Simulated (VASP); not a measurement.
# Be2Ge (Fm-3m) in VASP: a series of runs

The runs below take Be2Ge through single point, with PBE.

Program: VASP 6.6.1. These are calculated values, not measurements. Logs are shortened: lines on timing, memory, paths and dates and some standing lists are left out, and cuts for length are marked.

## 1. The structure

It takes space group Fm-3m (No. 225, cubic). The conventional cell has a = 5.371 Å, b = 5.371 Å, c = 5.371 Å, α = 90.00°, β = 90.00°, γ = 90.00°. Ge (site symmetry m-3m) has 8 Be at 2.33 Å as nearest neighbours. Be (site symmetry -43m) has 4 Ge at 2.33 Å as nearest neighbours.

The cell comes from a database or a generator and needn't be the stable form of this composition.

## 2. Single point, PBE

INCAR reads:

```
SYSTEM = Be2Ge
PREC = Accurate ; ENCUT = 520
EDIFF = 1E-6 ; ISMEAR = 0
SIGMA = 0.05 ; LREAL = .FALSE.
LASPH = .TRUE. ; NELM = 100
ALGO = Fast ; ISIF = 2
LWAVE = .FALSE. ; LCHARG = .TRUE.
GGA = PE ; LELF = .TRUE.
LVHAR = .TRUE. ; NBANDS = 16
```

KPOINTS reads:

```
regular mesh
0
G
  6 6 6
  0 0 0
```

POSCAR reads:

```
Be2Ge
1.0
    0.0000000000      2.6855624116      2.6855624116
    2.6855624116      0.0000000000      2.6855624116
    2.6855624116      2.6855624116      0.0000000000
Ge Be
1 2
Direct
    0.0000000000      0.0000000000      0.0000000000
    0.2500000000      0.2500000000      0.2500000000
    0.7500000000      0.7500000000      0.7500000000
```

Potentials or basis: VASP PAW PBE potentials, release 64 (Ge_d, Be).

The run is started by

```console
$ cat potpaw_PBE.64/Ge_d/POTCAR potpaw_PBE.64/Be/POTCAR > POTCAR
$ mpirun -np 1 vasp_std > vasp.out
```

OUTCAR:

```text
SYSTEM = Be2Ge
   PREC = Accurate
   ENCUT = 520
   EDIFF = 1E-6
   ISMEAR = 0
   LREAL = .FALSE.
   LASPH = .TRUE.
   NELM = 100
   ISIF = 2
   GGA = PE

 ion  position               nearest neighbor table
   1  0.000  0.000  0.000-   2 2.33   3 2.33   3 2.33   3 2.33   3 2.33   2 2.33   2 2.33   2 2.33

   2  0.250  0.250  0.250-   1 2.33   1 2.33   1 2.33   1 2.33
   3  0.750  0.750  0.750-   1 2.33   1 2.33   1 2.33   1 2.33

  LATTYP: Found a face centered cubic cell.
 ALAT       =     5.3711248232

  Lattice vectors:

 A1 = (   0.0000000000,   2.6855624116,   2.6855624116)
 A2 = (   2.6855624116,   0.0000000000,   2.6855624116)
 A3 = (   2.6855624116,   2.6855624116,   0.0000000000)

Analysis of symmetry for initial positions (statically):
=====================================================================
 Subroutine PRICEL returns:
 Original cell was already a primitive cell.

 Routine SETGRP: Setting up the symmetry group for a
 face centered cubic supercell.

 Subroutine GETGRP returns: Found 48 space group operations
 (whereof 48 operations were pure point group operations)
 out of a pool of 48 trial point group operations.

The static configuration has the point symmetry O_h .

Analysis of symmetry for dynamics (positions and initial velocities):
=====================================================================
 Subroutine PRICEL returns:
 Original cell was already a primitive cell.

 Routine SETGRP: Setting up the symmetry group for a
 face centered cubic supercell.

 Subroutine GETGRP returns: Found 48 space group operations
 (whereof 48 operations were pure point group operations)
 out of a pool of 48 trial point group operations.

The dynamic configuration has the point symmetry O_h .

 Subroutine INISYM returns: Found 48 space group operations
 (whereof 48 operations are pure point group operations),
 and found     1 'primitive' translations

----------------------------------------------------------------------------------------

                                     Primitive cell

  volume of cell :      38.7379

  direct lattice vectors                    reciprocal lattice vectors
     0.000000000  2.685562412  2.685562412    -0.186180741  0.186180741  0.186180741
     2.685562412  0.000000000  2.685562412     0.186180741 -0.186180741  0.186180741
     2.685562412  2.685562412  0.000000000     0.186180741  0.186180741 -0.186180741

  length of vectors
     3.797958785  3.797958785  3.797958785     0.322474503  0.322474503  0.322474503

  position of ions in fractional coordinates (direct lattice)
     0.000000000  0.000000000  0.000000000
     0.250000000  0.250000000  0.250000000
     0.750000000  0.750000000  0.750000000

  ion indices of the primitive-cell ions
   primitive index   ion index
                 1           1
                 2           2
                 3           3

----------------------------------------------------------------------------------------

 KPOINTS: regular mesh

Automatic generation of k-mesh.
 Grid dimensions read from file:
 generate k-points for:    6    6    6

 Generating k-lattice:

  Cartesian coordinates                     Fractional coordinates (reciprocal lattice)
    -0.031030124  0.031030124  0.031030124     0.166666667  0.000000000  0.000000000
     0.031030124 -0.031030124  0.031030124     0.000000000  0.166666667  0.000000000
     0.031030124  0.031030124 -0.031030124     0.000000000  0.000000000  0.166666667

  Length of vectors
     0.053745750  0.053745750  0.053745750

  Shift w.r.t. Gamma in fractional coordinates (k-lattice)
     0.000000000  0.000000000  0.000000000

 Subroutine IBZKPT returns following result:
 ===========================================

 Found     16 irreducible k-points:

 Following reciprocal coordinates:
            Coordinates               Weight
  0.000000  0.000000  0.000000      1.000000
  0.166667  0.000000  0.000000      8.000000
  0.333333  0.000000  0.000000      8.000000
  0.500000  0.000000  0.000000      4.000000
  0.166667  0.166667  0.000000      6.000000
  0.333333  0.166667  0.000000     24.000000
[... 8 lines left out ...]
 -0.333333  0.333333  0.166667     24.000000
 -0.333333  0.500000  0.166667     12.000000
   k-points           NKPTS =     16   k-points in BZ     NKDIM =     16   number of bands    NBANDS=     16
   number of dos      NEDOS =    301   number of ions     NIONS =      3
   total plane-waves  NPLWV =  21952
   dimension x,y,z NGX =    28 NGY =   28 NGZ =   28
   dimension x,y,z NGXF=    56 NGYF=   56 NGZF=   56
   ions per type =               1   2
   NGX,Y,Z   is equivalent  to a cutoff of  12.26, 12.26, 12.26 a.u.
   NGXF,Y,Z  is equivalent  to a cutoff of  24.51, 24.51, 24.51 a.u.
 SYSTEM =  Be2Ge
   PREC   = accura    normal or accurate (medium, high low for compatibility)
   ISTART =      0    job   : 0-new  1-cont  2-samecut
   ICHARG =      2    charge: 1-file 2-atom 10-const
   ISPIN  =      1    spin polarized calculation?
   LNONCOLLINEAR =      F non collinear calculations
   LSORBIT =      F    spin-orbit coupling
   LASPH  =      T    aspherical Exc in radial PAW
   ENCUT  =  520.0 eV  38.22 Ry    6.18 a.u.   7.06  7.06  7.06*2*pi/ulx,y,z
   NELM   =    100;   NELMIN=  2; NELMDL= -5     # of ELM steps
   EDIFF  = 0.1E-05   stopping-criterion for ELM
   LREAL  =      F    real-space projection
   EDIFFG = 0.1E-04   stopping-criterion for IOM
   NSW    =      0    number of steps for IOM
   IBRION =     -1    ionic relax: 0-MD 1-quasi-New 2-CG
   NFREE  =      0    steps in history (QN), initial steepest desc. (CG)
   ISIF   =      2    stress and relaxation
   ISYM   =      2    0-nonsym 1-usesym 2-fastsym
   POTIM  = 0.5000    time-step for ionic-motion
   TEBEG  =    0.0;   TEEND  =   0.0 temperature during run
   PSTRESS=    0.0 pullay stress
   NELECT =      18.0000    total number of electrons
   NUPDOWN=      -1.0000    fix difference up-down
   EMIN   =  10.00;   EMAX   =-10.00  energy-range for DOS
   EFERMI =   0.00;   METHOD = LEGACY
   ISMEAR =     0;   SIGMA  =   0.05  broadening in eV -4-tet -1-fermi 0-gaus
   EFERMI_NEDOS =   21; number of points for ismear=-14 and -15
   IALGO  =     68    algorithm
   IMIX   =      4    mixing-type and parameters
     AMIX     =   0.40;   BMIX     =  1.00
     AMIX_MAG =   1.60;   BMIX_MAG =  1.00
  volume/ion in A,a.u.               =      12.91        87.14
  Fermi-wavevector in a.u.,A,eV,Ry     =   1.268003  2.396179 21.875891  1.607833
  Thomas-Fermi vector in A             =   2.401121
   LORBIT       =      0    0 simple, 1 ext, 2 COOP (PROOUT), +10 PAW based schemes
   GGA     = PE    functional components
   LHFCALC =     F    Hartree Fock is set to
   AEXX    =    0.0000 exact exchange contribution
   IVDW    =     0    specifies the selected vdW correction
   LEPSILON=     F    determine dielectric tensor
   LRPA    =     F    only Hartree local field effects (RPA)
 non-spin polarized calculation
 RMM-DIIS sequential band-by-band and
 Gauss-broadening in eV      SIGMA  =   0.05
  energy-cutoff  :      520.00
  volume of cell :       38.74
 maximum number of plane-waves:      1056
   NGX = 15   NGY = 15   NGZ = 15

 number of electron      17.9999991 magnetization

 Free energy of the ion-electron system (eV)
  ---------------------------------------------------
  ext. energy  EPLUGINS =         0.00000000
  ---------------------------------------------------
  free energy    TOTEN  =       -11.27569865 eV

  energy without entropy =      -11.27555056  energy(sigma->0) =      -11.27562461

 E-fermi :   6.4954     XC(G=0): -10.3509

 val. band max:        6.4294095720   @ k =   0.5000   0.5000   0.0000
 cond. band min:       6.5705304070   @ k =   0.5000   0.5000   0.0000
 fundamental gap:      0.1411208350
 Fermi energy:         6.4954294909

 k-point     1 :       0.0000    0.0000    0.0000
  band No.  band energies     occupation
      1     -18.3127      2.00000
      2     -18.3127      2.00000
      3     -18.3127      2.00000
      4     -18.2666      2.00000
      5     -18.2666      2.00000
      6      -6.2402      2.00000
[... 8 lines left out ...]
     15      13.2073      0.00000
     16      13.2073      0.00000

 k-point     2 :       0.1667    0.0000    0.0000
  band No.  band energies     occupation
      1     -18.3112      2.00000
      2     -18.3103      2.00000
      3     -18.3103      2.00000
      4     -18.2665      2.00000
      5     -18.2665      2.00000
      6      -5.8954      2.00000
[... 8 lines left out ...]
     15      12.4572      0.00000
     16      13.0713      0.00000

 k-point     3 :       0.3333    0.0000    0.0000
  band No.  band energies     occupation
      1     -18.3082      2.00000
      2     -18.3059      2.00000
      3     -18.3059      2.00000
      4     -18.2658      2.00000
      5     -18.2658      2.00000
      6      -4.9291      2.00000
[... 8 lines left out ...]
     15      13.8524      0.00000
     16      14.5206      0.00000

 k-point     4 :       0.5000    0.0000    0.0000
  band No.  band energies     occupation
      1     -18.3067      2.00000
      2     -18.3041      2.00000
      3     -18.3041      2.00000
      4     -18.2651      2.00000
      5     -18.2651      2.00000
      6      -4.0509      2.00000
[... 8 lines left out ...]
     15      16.2159      0.00000
     16      16.3941      0.00000
[... 172 lines left out ...]
 k-point    14 :       0.5000    0.3333    0.1667
  band No.  band energies     occupation
      1     -18.3098      2.00000
      2     -18.3019      2.00000
      3     -18.2983      2.00000
      4     -18.2699      2.00000
      5     -18.2632      2.00000
      6      -4.1269      2.00000
[... 8 lines left out ...]
     15      15.1812      0.00000
     16      16.6885      0.00000

 k-point    15 :      -0.3333    0.3333    0.1667
  band No.  band energies     occupation
      1     -18.3050      2.00000
      2     -18.3045      2.00000
      3     -18.2959      2.00000
      4     -18.2693      2.00000
      5     -18.2639      2.00000
      6      -3.3887      2.00000
[... 8 lines left out ...]
     15      14.9279      0.00000
     16      17.9010      0.00000

 k-point    16 :      -0.3333    0.5000    0.1667
  band No.  band energies     occupation
      1     -18.3102      2.00000
      2     -18.2990      2.00000
      3     -18.2933      2.00000
      4     -18.2719      2.00000
      5     -18.2622      2.00000
      6      -3.1024      2.00000
[... 8 lines left out ...]
     15      15.8699      0.00000
     16      18.2694      0.00000

------------------------ aborting loop because EDIFF is reached ----------------------------------------

  FORCE on cell =-STRESS in cart. coord.  units (eV):
  Direction    XX          YY          ZZ          XY          YZ          ZX
  --------------------------------------------------------------------------------------
  -------------------------------------------------------------------------------------
  Total       -0.0355364     -0.0355364     -0.0355364     -0.0000000     -0.0000000     -0.0000000
  in kB       -1.4697683     -1.4697683     -1.4697683     -0.0000000     -0.0000000     -0.0000000
  external PRESSURE =      -1.4697683 kB  Pullay stress =       0.0000000 kB

 VOLUME and BASIS-vectors are now :
 -----------------------------------------------------------------------------
  energy-cutoff  :      520.00
  volume of cell :       38.74
      direct lattice vectors                 reciprocal lattice vectors
     0.000000000  2.685562412  2.685562412    -0.186180741  0.186180741  0.186180741
     2.685562412  0.000000000  2.685562412     0.186180741 -0.186180741  0.186180741
     2.685562412  2.685562412  0.000000000     0.186180741  0.186180741 -0.186180741

 POSITION                                       TOTAL-FORCE (eV/Angst)
 -----------------------------------------------------------------------------------
      0.00000      0.00000      0.00000         0.000000      0.000000      0.000000
      1.34278      1.34278      1.34278        -0.000000     -0.000000     -0.000000
      4.02834      4.02834      4.02834         0.000000      0.000000      0.000000
 -----------------------------------------------------------------------------------
    total drift:                               -0.000000     -0.000000      0.000000

  FREE ENERGIE OF THE ION-ELECTRON SYSTEM (eV)
  ---------------------------------------------------
  free  energy   TOTEN  =       -11.2756986535 eV

  energy  without entropy=      -11.2755505581  energy(sigma->0) =      -11.27562461
```

Wall time 5.7 s (1 thread of Intel Xeon 6975P-C (Granite Rapids), shared host); peak memory 0.15 GiB.

What came out:

```yaml
Free_energy: -11.2757 eV
Pressure: -0.1 GPa
Band_gap_on_the_k_mesh: none (metal or under the smearing width)
```

Levels at points of the mesh, in eV from the Fermi level:
```
           k point  band 6  band 7  band 8  band 9  band 10  band 11  band 12  band 13
(0.00, 0.00, 0.00)  -12.74    0.54    0.54    0.54     0.69     0.69     0.69     4.40
(0.50, 0.00, 0.00)  -10.55   -7.56   -1.66   -1.66     1.49     1.49     2.07     5.54
(0.50, 0.50, 0.00)   -9.71   -6.72   -4.15   -4.15    -0.07     0.08     7.92     7.92
```

(Continued in part 2 of 2.)
